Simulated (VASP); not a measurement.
Given:

```xyz
4
Lattice="5.2685 2.6343 2.6343 2.6343 5.2685 2.6343 2.6343 2.6343 5.2685" Properties=species:S:1:pos:R:3 pbc="T T T"
Mn     0.0000     0.0000     0.0000
Mn     5.2685     5.2685     5.2685
S      2.6343     2.6343     2.6343
S      7.9028     7.9028     7.9028
```
Starting moments (μB, in the order of the record's atoms Mn Mn S S): 5.0 -5.0 0.0 0.0.

The numbers are results of PBEsol GGA, VASP's PBE PAW potentials (set 64) (plane waves; VASP), not measurements. Settings: 300 eV cut-off, 4×4×4 Γ-centred mesh, Fermi-Dirac smearing of 0.020 eV, potentials Mn_pv S.

At this cut-off the stress carries a Pulay error, which pulls relaxed volumes low. Energy and stress use the plane-wave basis of the starting cell.

Question: The ions, cell shape and volume are relaxed. Which structure does the run end with?

Answer: 
```xyz
4
Lattice="5.0130 2.4770 2.4770 2.4770 5.0130 2.4770 2.4770 2.4770 5.0130" Properties=species:S:1:pos:R:3 pbc="T T T"
Mn     0.0000     0.0000     0.0000
Mn     4.9835     4.9835     4.9835
S      2.4917     2.4917     2.4917
S      7.4752     7.4752     7.4752
```
Space group R-3m (166), at a tolerance of 0.03 Å. The cell ends with 0.00 μB, on the sites 4.06 -4.06 0.00 0.00 μB.

Question: How do energy and volume change from the first to the last step?

Answer: The energy (σ→0) changes by -70.2 meV/atom and the volume by -12.3 %, in 9 ionic steps.

The structure is a typed MnS crystal (Fm-3m). This run relaxes it. It ends in space group R-3m. Symmetry was kept, so distortions that lower it aren't found. The k-mesh is coarse (spacing up to 0.51 per Å, 2π included), so the numbers may not be converged in it. The run is one of a series of settings (EDIFFG = -0.01, IBRION = 2, ISIF = 3, NSW = 50 against the base run), some of them coarse on purpose.
